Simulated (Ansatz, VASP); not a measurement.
MgAl16 in VASP and in Ansatz

```
CELL_PARAMETERS angstrom
5.72757 0.00000 0.00000
2.86378 4.96022 0.00000
0.00000 0.00000 18.01481
ATOMIC_POSITIONS crystal
Al 0.00000 0.00000 0.05551
Al 0.50000 0.00000 0.05551
Al 0.00000 0.50000 0.05551
Al 0.50000 0.50000 0.05551
Al 0.16668 0.16670 0.18529
Al 0.66818 0.16378 0.18480
Al 0.16375 0.66822 0.18479
Al 0.66814 0.66818 0.18477
Al 0.83077 0.33518 0.31383
Al 0.33446 0.33476 0.31398
Al 0.83338 0.83349 0.31483
Al 0.33504 0.83075 0.31377
Al 0.00435 0.00395 0.44152
Al 0.49317 0.00272 0.44244
Al 0.00261 0.49380 0.44278
Al 0.49971 0.49908 0.44762
Mg 0.83624 0.84157 0.57009
```

Alike in both runs: functional PBEsol; k mesh 3 × 3 × 1; occupations fermi-dirac, width 0.15 eV; no spin polarisation.

Ansatz relaxed the structure, and its values are those at the end. VASP's run is a single point on that final structure, the one shown.

```csv
,VASP,Ansatz
version,VASP 6.6.1,Ansatz 0.2.0
potentials or method,"VASP PAW PBE potentials, release 64 (Al, Mg)","scalar-relativistic, plane waves, PAW"
plane-wave cutoff (eV),520,420
valence electrons in the cell,50,58
```

```tsv
	VASP	Ansatz	Ansatz less VASP
rms of the force components (eV/Å)	0.016	0.016	+0.0002
```

The two sets of potentials don't hold the same shells in valence.

Caveats: the k mesh is coarse (spacing up to 0.42 Å⁻¹), so the values aren't converged; the PAW data sets were made with another functional, which shifts forces and pressure a little (VASP).
